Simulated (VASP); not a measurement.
Set up this calculation in VASP 6.6.1, as the native input.

| Item | Value |
| --- | --- |
| Task | single point |
| Functional | PBE |
| Potentials or basis | VASP PAW PBE potentials, release 64 (Ga_d, P) |
| Cutoff | 450 eV |
| k mesh | 8 × 8 × 8 |
| Occupations | gaussian, width 0.02 eV |
| Spin | no spin polarisation |
| Further INCAR settings | ALGO = Normal; EDIFF = 1e-07; NBANDS = 16 |

The structure of GaP lies in POSCAR:

```
GaP
1.0
    0.0000000000      2.7252500000      2.7252500000
    2.7252500000      0.0000000000      2.7252500000
    2.7252500000      2.7252500000      0.0000000000
Ga P
1 1
Direct
    0.0000000000      0.0000000000      0.0000000000
    0.2500000000      0.2500000000      0.2500000000
```

The input as run:

INCAR

```
SYSTEM = GaP
PREC = Accurate ; ENCUT = 450
EDIFF = 1E-7 ; ISMEAR = 0
SIGMA = 0.02 ; LREAL = .FALSE.
LASPH = .TRUE. ; NELM = 100
ALGO = Normal ; ISIF = 2
LWAVE = .FALSE. ; LCHARG = .FALSE.
GGA = PE ; NBANDS = 16
```

KPOINTS

```
regular mesh
0
G
  8 8 8
  0 0 0
```

Potentials or basis: VASP PAW PBE potentials, release 64 (Ga_d, P).

Run with:

```sh
$ cat potpaw_PBE.64/Ga_d/POTCAR potpaw_PBE.64/P/POTCAR > POTCAR
$ mpirun -np 1 vasp_std > vasp.out
```

It gave:

The pressure is 2.4 GPa and the band gap on the k mesh is 1.64 eV, indirect (least direct gap 1.83 eV).

Run time: 10 s on 1 thread of Intel(R) Xeon(R) Platinum 8488C (Sapphire Rapids), with other jobs on the host, peak memory 0.15 GiB.
